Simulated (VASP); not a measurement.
An input for Quantum ESPRESSO's pw.x (written as the equivalent of a VASP run, and not itself run):

```
&CONTROL
  calculation = 'scf'
  pseudo_dir = './pseudo'
  outdir = './out'
  tprnfor = .true.
  tstress = .true.
/
&SYSTEM
  ibrav = 0
  nat = 1
  ntyp = 1
  ecutwfc = 84
  occupations = 'tetrahedra'
  input_dft = 'vdw-df2'
/
&ELECTRONS
  conv_thr = 7.3e-09
  electron_maxstep = 100
/
ATOMIC_SPECIES
  V 50.941 V.upf
CELL_PARAMETERS angstrom
    -1.5201221    1.5201221    1.5201221
     1.5201221   -1.5201221    1.5201221
     1.5201221    1.5201221   -1.5201221
ATOMIC_POSITIONS crystal
  V    0.0000000  0.0000000  0.0000000
K_POINTS automatic
  19 19 19 0 0 0
```

Q: Write the VASP files for the same calculation (vdW-DF2).

A: Several could match; the one computed here: 
**KPOINTS**
```
Automatic mesh
0
Gamma
  19 19 19
```

**POSCAR**
```
V
1.0
 -1.5201221019   1.5201221019   1.5201221019
  1.5201221019  -1.5201221019   1.5201221019
  1.5201221019   1.5201221019  -1.5201221019
V
1
Cart
  0.0000000000   0.0000000000   0.0000000000
```

**INCAR**
```
SYSTEM = V
PREC = Accurate; ENCUT = 520; LREAL = F
LASPH = T
EDIFF = 1E-7; NELM = 100; ALGO = Normal
LMAXMIX = 4
ISMEAR = -5
GGA = ML; LUSE_VDW = T; AGGAC = 0.0
ZAB_VDW = -1.8867
ISIF = 2
LWAVE = F; LCHARG = T; LORBIT = 11
NEDOS = 601
```

POTCAR, in this order: V_sv (PBE.64 set). Program: vasp_std.

The two are equivalent in intent, not identical: the potentials are each code's own (VASP's PAW set, PseudoDojo norm-conserving files in pw.x), so ENCUT and ecutwfc are chosen apart and not converted; conv_thr bounds pw.x's estimated SCF error, while EDIFF bounds the energy change between steps.

The compound is V in the bcc structure. It was relaxed first.
